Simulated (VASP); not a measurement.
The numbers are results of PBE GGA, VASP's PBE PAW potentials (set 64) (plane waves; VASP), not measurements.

VASP input:

### INCAR
```
SYSTEM = AgW2
ENCUT = 300   ! plane-wave cut-off (eV)
ISIF = 2
LWAVE = .FALSE.
EDIFF = 1E-6   ! SCF stop (eV)
LMAXMIX = 6   ! l cut-off of mixed one-centre charges
LCHARG = .FALSE.
LASPH = .TRUE.   ! aspherical one-centre terms
ALGO = Normal   ! blocked Davidson
GGA = PE
PREC = Accurate
ISMEAR = -1
LREAL = .FALSE.   ! projection in real space or not
SIGMA = 0.1
NELM = 100   ! most electronic steps
```

POSCAR:
```
AgW2
1
   -1.7357550000     1.7357550000     4.2483340000
    1.7357550000    -1.7357550000     4.2483340000
    1.7357550000     1.7357550000    -4.2483340000
Ag W
1 2
Direct
  0.0000000000   0.0000000000   0.0000000000
  0.3353000000   0.3353000000   0.0000000000
  0.6647000000   0.6647000000   0.0000000000
```

### KPOINTS
```
Automatic mesh
0
Gamma
7 7 7
0 0 0
```

POTCAR, in this order: Ag W_sv (PBE.64 set). Program: vasp_std.

What VASP printed:

File OUTCAR:
```
 ion  position               nearest neighbor table
   1  0.000  0.000  0.000-   3 2.83   3 2.83   3 2.83   2 2.83   3 2.83   2 2.83   2 2.83   2 2.83
                             2 2.85   3 2.85
   2  0.335  0.335  0.000-   3 2.80   1 2.83   1 2.83   1 2.83   1 2.83   1 2.85   3 2.85   3 2.85
                             3 2.85   3 2.85
   3  0.665  0.665  0.000-   2 2.80   1 2.83   1 2.83   1 2.83   1 2.83   1 2.85   2 2.85   2 2.85
                             2 2.85   2 2.85
  LATTYP: Found a body centered tetragonal cell.
 ALAT       =     3.4715100000
 C/A-ratio  =     2.4475424239
 Subroutine PRICEL returns:
 Original cell was already a primitive cell.
 Subroutine GETGRP returns: Found 16 space group operations
The static configuration has the point symmetry D_4h.
The dynamic configuration has the point symmetry D_4h.
 Subroutine INISYM returns: Found 16 space group operations
 Subroutine IBZKPT returns following result:
 Found     40 irreducible k-points:

 Following reciprocal coordinates:
            Coordinates               Weight
  0.000000  0.000000  0.000000      1.000000
  0.142857 -0.000000  0.000000      8.000000
  0.285714 -0.000000  0.000000      8.000000
  0.428571 -0.000000  0.000000      8.000000
  0.142857  0.142857  0.000000      8.000000
  0.285714  0.142857  0.000000     16.000000
  0.428571  0.142857  0.000000     16.000000
 -0.428571  0.142857  0.000000     16.000000
 -0.285714  0.142857  0.000000     16.000000
 -0.142857  0.142857  0.000000      4.000000
  0.285714  0.285714  0.000000      8.000000
  0.428571  0.285714  0.000000     16.000000
 -0.428571  0.285714 -0.000000     16.000000
 -0.285714  0.285714  0.000000      4.000000
  0.428571  0.428571  0.000000      8.000000
 -0.428571  0.428571  0.000000      4.000000
  0.142857  0.142857  0.142857      8.000000
  0.285714  0.142857  0.142857     16.000000
 -0.142857  0.142857  0.142857      4.000000
  0.285714  0.285714  0.142857      8.000000
  0.428571  0.285714  0.142857      8.000000
 -0.285714  0.285714  0.142857      8.000000
 -0.142857  0.285714  0.142857      8.000000
 -0.428571  0.428571  0.142857      8.000000
 -0.285714  0.428571  0.142857     16.000000
 -0.142857  0.428571  0.142857      8.000000
 -0.428571 -0.428571  0.142857      8.000000
 -0.285714 -0.428571  0.142857     16.000000
 -0.142857 -0.428571  0.142857      8.000000
 -0.285714 -0.285714  0.142857      8.000000
 -0.142857 -0.285714  0.142857      8.000000
 -0.142857 -0.142857  0.142857      2.000000
 -0.285714  0.285714  0.285714      4.000000
 -0.428571  0.428571  0.285714      8.000000
 -0.285714  0.428571  0.285714      8.000000
 -0.428571 -0.428571  0.285714      8.000000
 -0.285714 -0.428571  0.285714      8.000000
 -0.285714 -0.285714  0.285714      2.000000
 -0.428571  0.428571  0.428571      4.000000
 -0.428571 -0.428571  0.428571      2.000000
   k-points           NKPTS =     40   k-points in BZ     NKDIM =     40   number of bands    NBANDS=     23
   number of dos      NEDOS =    301   number of ions     NIONS =      3
   total plane-waves  NPLWV =  21952
   dimension x,y,z NGX =    28 NGY =   28 NGZ =   28
   dimension x,y,z NGXF=    56 NGYF=   56 NGZF=   56
   ions per type =               1   2
   PREC   = accura    normal or accurate (medium, high low for compatibility)
   ISTART =      0    job   : 0-new  1-cont  2-samecut
   ICHARG =      2    charge: 1-file 2-atom 10-const
   ISPIN  =      1    spin polarized calculation?
   LNONCOLLINEAR =      F non collinear calculations
   LSORBIT =      F    spin-orbit coupling
   INIWAV =      1    electr: 0-lowe 1-rand  2-diag
   ENCUT  =  300.0 eV  22.05 Ry    4.70 a.u.   6.93  6.93  6.93*2*pi/ulx,y,z
...
```

**OSZICAR**
```
       N       E                     dE             d eps       ncg     rms          rms(c)
DAV:   1     0.312297917361E+03    0.31230E+03   -0.17196E+04  1983   0.128E+03
DAV:   2    -0.172972239699E+02   -0.32960E+03   -0.32617E+03  2071   0.427E+02
DAV:   3    -0.280748850119E+02   -0.10778E+02   -0.10587E+02  2298   0.776E+01
DAV:   4    -0.282306129075E+02   -0.15573E+00   -0.15422E+00  1987   0.966E+00
DAV:   5    -0.282331786534E+02   -0.25657E-02   -0.25655E-02  2283   0.124E+00    0.230E+01
DAV:   6    -0.266184281946E+02    0.16148E+01   -0.66110E+00  1882   0.254E+01    0.108E+01
DAV:   7    -0.263499990980E+02    0.26843E+00   -0.15961E+00  2159   0.121E+01    0.243E+00
DAV:   8    -0.262966913493E+02    0.53308E-01   -0.21166E-01  2023   0.445E+00    0.149E+00
DAV:   9    -0.262930384712E+02    0.36529E-02   -0.33335E-02  2123   0.149E+00    0.230E-01
DAV:  10    -0.262913351885E+02    0.17033E-02   -0.11208E-02  2092   0.101E+00    0.902E-02
DAV:  11    -0.262913701648E+02   -0.34976E-04   -0.60329E-04  2085   0.217E-01    0.453E-02
DAV:  12    -0.262913701786E+02   -0.13837E-07   -0.23571E-05  2057   0.450E-02    0.847E-03
DAV:  13    -0.262913686504E+02    0.15282E-05   -0.12015E-06  1126   0.116E-02    0.361E-03
DAV:  14    -0.262913685313E+02    0.11916E-06   -0.35912E-07   990   0.634E-03
   1 F= -.26291369E+02 E0= -.26230296E+02  d E =-.122146E+00
```

**OUTCAR**
```
------------------------ aborting loop because EDIFF is reached ----------------------------------------
  FORCE on cell =-STRESS in cart. coord.  units (eV):
  Direction    XX          YY          ZZ          XY          YZ          ZX
  --------------------------------------------------------------------------------------
  Total       -2.5760083     -2.5760083     -0.8670829      0.0000000      0.0000000      0.0000000
  in kB      -80.6124915    -80.6124915    -27.1341174      0.0000000      0.0000000      0.0000000
  external PRESSURE =     -62.7863668 kB  Pullay stress =       0.0000000 kB
  volume of cell :       51.20
      direct lattice vectors                 reciprocal lattice vectors
    -1.735755000  1.735755000  4.248334000     0.000000000  0.288059087  0.117693195
     1.735755000 -1.735755000  4.248334000     0.288059087  0.000000000  0.117693195
     1.735755000  1.735755000 -4.248334000     0.288059087  0.288059087  0.000000000
 POSITION                                       TOTAL-FORCE (eV/Angst)
 -----------------------------------------------------------------------------------
      0.00000      0.00000      0.00000         0.000000      0.000000      0.000000
      0.00000      0.00000      2.84893         0.000000      0.000000     -1.366180
      0.00000      0.00000      5.64774        -0.000000     -0.000000      1.366180
 -----------------------------------------------------------------------------------
    total drift:                               -0.000000     -0.000000      0.000000
  FREE ENERGIE OF THE ION-ELECTRON SYSTEM (eV)
  ---------------------------------------------------
  free  energy   TOTEN  =       -26.2913685313 eV

  energy  without entropy=      -26.1692229640  energy(sigma->0) =      -26.23029575
```
(Selected blocks of OUTCAR.)

At this cut-off the stress carries a Pulay error, which pulls relaxed volumes low.

The structure was generated: AgW2 was put into an ordered model structure, which need not be its known phase. The cell was not relaxed at this level. The k-mesh is coarse (spacing up to 0.37 per Å, 2π included), so the numbers may not be converged in it. The electron count is odd and the run is not spin-polarised, which forces a metal.
